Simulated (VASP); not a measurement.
Consider the following.

```xyz
54
Lattice="0.0000 8.3003 8.3003 8.3003 0.0000 8.3003 8.3003 8.3003 0.0000" Properties=species:S:1:pos:R:3 pbc="T T T"
Ga     0.0000     0.0000     0.0000
Ga     2.7668     2.7668     0.0000
Ga     5.5336     5.5336     0.0000
Ga     2.7668     0.0000     2.7668
Ga     5.5336     2.7668     2.7668
Ga     8.3003     5.5336     2.7668
Ga     5.5336     0.0000     5.5336
Ga     8.3003     2.7668     5.5336
Ga    11.0671     5.5336     5.5336
Ga     0.0000     2.7668     2.7668
Ga     2.7668     5.5336     2.7668
Ga     5.5336     8.3003     2.7668
Ga     2.7668     2.7668     5.5336
Ga     5.5336     5.5336     5.5336
Ga     8.3003     8.3003     5.5336
Ga     5.5336     2.7668     8.3003
Ga     8.3003     5.5336     8.3003
Ga    11.0671     8.3003     8.3003
Ga     0.0000     5.5336     5.5336
Ga     2.7668     8.3003     5.5336
Ga     5.5336    11.0671     5.5336
Ga     2.7668     5.5336     8.3003
Ga     5.5336     8.3003     8.3003
Ga     8.3003    11.0671     8.3003
Ga     5.5336     5.5336    11.0671
Ga     8.3003     8.3003    11.0671
Ga    11.0671    11.0671    11.0671
P      1.3834     1.3834     1.3834
P      4.1502     4.1502     1.3834
P      6.9169     6.9169     1.3834
P      4.1502     1.3834     4.1502
P      6.9170     4.1502     4.1502
P      9.6837     6.9169     4.1502
P      6.9169     1.3834     6.9169
P      9.6837     4.1502     6.9169
P     12.4505     6.9169     6.9169
P      1.3834     4.1502     4.1502
P      4.1502     6.9170     4.1502
P      6.9169     9.6837     4.1502
P      4.1502     4.1502     6.9170
P      6.9170     6.9170     6.9170
P      9.6837     9.6837     6.9170
P      6.9169     4.1502     9.6837
P      9.6837     6.9170     9.6837
P     12.4505     9.6837     9.6837
P      1.3834     6.9169     6.9169
P      4.1502     9.6837     6.9169
P      6.9169    12.4505     6.9169
P      4.1502     6.9169     9.6837
P      6.9170     9.6837     9.6837
P      9.6837    12.4505     9.6837
P      6.9169     6.9169    12.4505
P      9.6837     9.6837    12.4505
P     12.4505    12.4505    12.4505
```

Level of theory: PBE GGA, VASP's PBE PAW potentials (set 64) (plane waves; VASP 6.6.1). Settings: PREC = Normal, LREAL = Auto, 400 eV cut-off, 1×1×1 Γ-centred mesh, Gaussian smearing of 0.050 eV, potentials Ga P.

The supercell is sampled at Γ alone, which is coarse: total energies, pressure and levels can be off, energies of defects by several tenths of an eV.

Give the stress tensor in GPa (positive for a compressed cell).

```
1.21  0.00  0.00
0.00  1.21  0.00
0.00  0.00  1.21
```
The pressure is its mean diagonal, 1.21 GPa.

The cell is a supercell, built from a database entry that may be metastable or hypothetical.
